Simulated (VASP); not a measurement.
AlInSb2, 4 atoms in the cell. Symmetry: P-4m2, No. 115, tetragonal system. The conventional cell has a = 4.757 Å, b = 4.757 Å, c = 5.697 Å, α = 90.00°, β = 90.00°, γ = 90.00°. Al (site symmetry -4m2) is surrounded by 4 Sb at 2.72 Å. In (site symmetry -4m2) has 4 Sb at 2.82 Å as nearest neighbours. Around Sb (site symmetry 2mm) lie 2 Al at 2.72 Å and 2 In at 2.82 Å. The cell comes from a database or a generator and needn't be the stable form of this composition.

| Property | Result |
| --- | --- |
| Program | VASP 6.6.1 |
| Task | single point |
| Functional | PBEsol |
| Potentials or basis | VASP PAW PBE potentials, release 64 (Al, In_d, Sb) |
| Cutoff | 520 eV |
| k mesh | 8 × 8 × 6 |
| Occupations | gaussian, width 0.03 eV |
| Spin | no spin polarisation |
| Dipole correction | no |
| Further INCAR settings | ALGO = Fast; EDIFF = 1e-06; NBANDS = 21 |

Potentials or basis: VASP PAW PBE potentials, release 64 (Al, In_d, Sb).

The run is started by

```sh
$ cat potpaw_PBE.64/Al/POTCAR potpaw_PBE.64/In_d/POTCAR potpaw_PBE.64/Sb/POTCAR > POTCAR
$ mpirun -np 1 vasp_std > vasp.out
```

Hardware: 1 thread of Intel(R) Xeon(R) Platinum 8488C (Sapphire Rapids), on a shared host.

Question: How long does it take, and how much memory?

Answer: It took 2.2 min on 1 thread of Intel(R) Xeon(R) Platinum 8488C (Sapphire Rapids) (shared host), peak memory 0.34 GiB. Counts: scf iterations 15, k points 60.
